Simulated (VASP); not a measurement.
Data:

```
La
1.0
    1.88500    -3.26492     0.00000
    1.88500     3.26492     0.00000
    0.00000     0.00000    12.16000
La
4
Direct
  0.00000   0.00000   0.50000
  0.00000   0.00000   0.00000
  0.33333   0.66667   0.25000
  0.66667   0.33333   0.75000
```

All values below come from PBEsol GGA, VASP's PBE PAW potentials (set 64) (plane waves; VASP 6.6.1). Run with 400 eV cut-off, 9×9×3 Γ-centred mesh, first-order Methfessel-Paxton smearing of 0.10 eV, potentials La.

Q: Give the stress tensor in GPa (positive for a compressed cell).

A: 
```
-2.10   0.00   0.00
 0.00  -2.10   0.00
 0.00   0.00  -2.46
```
The pressure is its mean diagonal, -2.22 GPa.

The compound is La in the dhcp structure. The cell was not relaxed at this level. The run is one of a series of settings (GGA = PS against the base run), some of them coarse on purpose.
